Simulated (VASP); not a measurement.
Data:

```
CELL_PARAMETERS angstrom
      2.96964     0.00000     0.00000
      0.00000     2.96964     0.00000
      0.00000     0.00000     2.96964
ATOMIC_POSITIONS crystal
  Ti 0.00000 0.00000 0.00000
  Co 0.50000 0.50000 0.50000
```

Calculation: PBE GGA, VASP's PBE PAW potentials (set 64) (plane waves; VASP 6.6.1). Numerical set-up: 520 eV cut-off, 14×14×14 Γ-centred mesh, tetrahedra with Blöchl corrections, potentials Ti_sv Co.

Problem. The job: TiCo (CsCl type), 2 atoms, PBE, static run, 520 eV, 14×14×14 Γ-centred mesh. Roughly how much core time does it take on a busy server core?

Solution. About 20 core-seconds (one run on a shared machine, a rough figure). It had 120 irreducible k-points, 14 bands, up to 739 plane waves and 18 electronic steps.

The compound is TiCo in the CsCl type structure. It was relaxed first. The run is not spin-polarised, so no magnetic state was tried. The electron count is odd and the run is not spin-polarised, which forces a metal.
